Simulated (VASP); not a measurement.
Calculation: PBE GGA, VASP's PBE PAW potentials (set 64) (plane waves; VASP).

Input for VASP

**INCAR**
```
SYSTEM = C62N
PREC = Normal; ENCUT = 400; LREAL = Auto
LASPH = .TRUE.; ISYM = 0; NELECT = 254.0
EDIFF = 1E-5; NELM = 100; NELMIN = 4
ALGO = Fast
ISMEAR = 0; SIGMA = 0.05
GGA = PE
IBRION = 2; NSW = 70; ISIF = 2
EDIFFG = -0.03
LWAVE = .TRUE.; LCHARG = .FALSE.
```

File KPOINTS:
```
K-points
0
Gamma
 1 1 1
0 0 0
```

**POSCAR**
```
C62N
1.0
  7.1465551589   0.0000000000   0.0000000000
  0.0000000000   7.1465551589   0.0000000000
  0.0000000000   0.0000000000   7.1465551589
C N
62 1
direct
  0.5000000000   0.0000000000   0.0000000000
  0.6281320000   0.1317000000   0.1255400000
  0.7500160000   0.2440010000  -0.0032460000
  0.8749980000   0.3775120000   0.1292580000
  0.7483310000  -0.0060840000   0.2470300000
  0.8807410000   0.1209820000   0.3743290000
  0.0000000000   0.0000000000   0.0000000000
  0.1250000000   0.1250000000   0.1250000000
  0.2500000000   0.2500000000   0.0000000000
  0.3785100000   0.3773690000   0.1245480000
  0.4958630000   0.4998710000  -0.0017890000
  0.6246830000   0.6231200000   0.1297370000
  0.7500000000   0.7500000000   0.0000000000
  0.8750000000   0.8750000000   0.1250000000
  0.2500000000   0.0000000000   0.2500000000
  0.3780740000   0.1237800000   0.3806970000
  0.4955210000   0.2533800000   0.2489120000
  0.7489690000   0.5018840000   0.2503210000
  0.8738070000   0.6180110000   0.3692850000
  0.5029350000   0.0003410000   0.5027500000
  0.6313840000   0.1275640000   0.6187360000
  0.7473210000   0.2512980000   0.4962870000
  0.8815180000   0.3812380000   0.6298840000
  0.7500000000   0.0000000000   0.7500000000
  0.8750000000   0.1250000000   0.8750000000
  0.0000000000   0.5000000000   0.0000000000
  0.1250000000   0.6250000000   0.1250000000
  0.2500000000   0.7500000000   0.0000000000
  0.3750000000   0.8750000000   0.1250000000
  0.0000000000   0.2500000000   0.2500000000
  0.1250000000   0.3750000000   0.3750000000
  0.2552660000   0.4968680000   0.2496600000
  0.3791600000   0.6280450000   0.3700540000
  0.5022250000   0.7439620000   0.2479970000
  0.6250000000   0.8750000000   0.3750000000
  0.0000000000   0.0000000000   0.5000000000
  0.1250000000   0.1250000000   0.6250000000
  0.2437690000   0.2505810000   0.5015110000
  0.3796040000   0.3811930000   0.6197880000
  0.6211320000   0.6260490000   0.6203680000
  0.7539560000   0.7550040000   0.4934630000
  0.8750000000   0.8750000000   0.6250000000
  0.2500000000   0.0000000000   0.7500000000
  0.3750000000   0.1250000000   0.8750000000
  0.5030730000   0.2548410000   0.7453500000
  0.6250000000   0.3750000000   0.8750000000
  0.7453000000   0.4934890000   0.7469380000
  0.8750000000   0.6250000000   0.8750000000
  0.0000000000   0.7500000000   0.2500000000
  0.1250000000   0.8750000000   0.3750000000
  0.0000000000   0.5000000000   0.5000000000
  0.1250000000   0.6250000000   0.6250000000
  0.2500000000   0.7500000000   0.5000000000
  0.3750000000   0.8750000000   0.6250000000
  0.0000000000   0.2500000000   0.7500000000
  0.1250000000   0.3750000000   0.8750000000
  0.2500000000   0.5000000000   0.7500000000
  0.3750000000   0.6250000000   0.8750000000
  0.5000000000   0.7500000000   0.7500000000
  0.6250000000   0.8750000000   0.8750000000
  0.0000000000   0.7500000000   0.7500000000
  0.1250000000   0.8750000000   0.8750000000
  0.4962210000   0.5022310000   0.4948480000
```

POTCAR, in this order: C N (PBE.64 set). Program: vasp_gam.

The cell is charged, with a uniform compensating background. The supercell is sampled at Γ alone, which is coarse: total energies, pressure and levels can be off, energies of defects by several tenths of an eV.

**Question.** Estimate the energy per atom (σ→0).

**Answer.** 
| Item | Result |
|---|---|
| energy per atom (σ→0) | -8.727 eV/atom |

File OSZICAR:
```
...
RMM:   5    -0.549827235055E+03   -0.55434E-05   -0.31114E-05   220   0.125E-02
  12 F= -.54982724E+03 E0= -.54979903E+03  d E =-.593537E-03
       N       E                     dE             d eps       ncg     rms          rms(c)
DAV:   1    -0.549827222229E+03    0.72833E-05   -0.36444E-04   368   0.442E-02    0.101E-02
RMM:   2    -0.549827242447E+03   -0.20218E-04   -0.13415E-05   184   0.872E-03    0.722E-02
RMM:   3    -0.549827221777E+03    0.20669E-04   -0.35911E-06   178   0.428E-03    0.498E-03
RMM:   4    -0.549827222521E+03   -0.74321E-06   -0.89281E-07   148   0.248E-03
  13 F= -.54982722E+03 E0= -.54979901E+03  d E =-.581002E-03
```

The cell is a supercell with a defect, built from C (diamond): N_C-vac_C, charge -1. The run is not spin-polarised, so no state with unpaired spins was tried.
